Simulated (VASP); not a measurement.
Here is the system:

```xyz
5
Lattice="3.6395 0.0000 0.0000 0.0000 3.6395 0.0000 0.0000 0.0000 3.6395" Properties=species:S:1:pos:R:3 pbc="T T T"
Fe     0.0000     0.0000     0.0000
Ru     1.8197     1.8197     1.8197
O      0.0000     1.8197     1.8197
O      1.8197     1.8197     0.0000
O      1.8197     0.0000     1.8197
```
Starting moments (μB, in the order of the record's atoms Fe Ru O O O): 4.0 0.0 0.0 0.0 0.0.

Calculation: PBEsol GGA, VASP's PBE PAW potentials (set 64) (plane waves; VASP). Settings: 400 eV cut-off, 5×5×5 Γ-centred mesh, Gaussian smearing of 0.20 eV, potentials Fe Ru_pv O.

At this cut-off the stress carries a Pulay error, which pulls relaxed volumes low. The moments were started parallel, and other spin orders were not tried in this run.

Question: Estimate the cell moment, energy per atom (σ→0), pressure, band gap (on the k-mesh) with the smallest direct gap where there is one.

Answer: 
```
Quantity                                                     Value
------------------------  ----------------------------------------
band gap (on the k-mesh)  none (metal, semimetal or under 0.01 eV)
cell moment                                                2.60 μB
energy per atom (σ→0)                               -7.150 eV/atom
pressure                                                 30.99 GPa
```

Question: Give the moment on each site (PAW-sphere projection).

Answer: 
| site | moment (μB) |
|---|---|
| Fe1 | 3.33 |
| Ru2 | -0.68 |
| O3 | -0.02 |
| O4 | -0.02 |
| O5 | -0.02 |

The absolute energy has meaning only against runs of the same code, potentials and settings.

The structure was generated: FeRuO3 was put into an ordered model structure, which need not be its known phase. The cell was not relaxed at this level. The k-mesh is coarse (spacing up to 0.35 per Å, 2π included), so the numbers may not be converged in it.
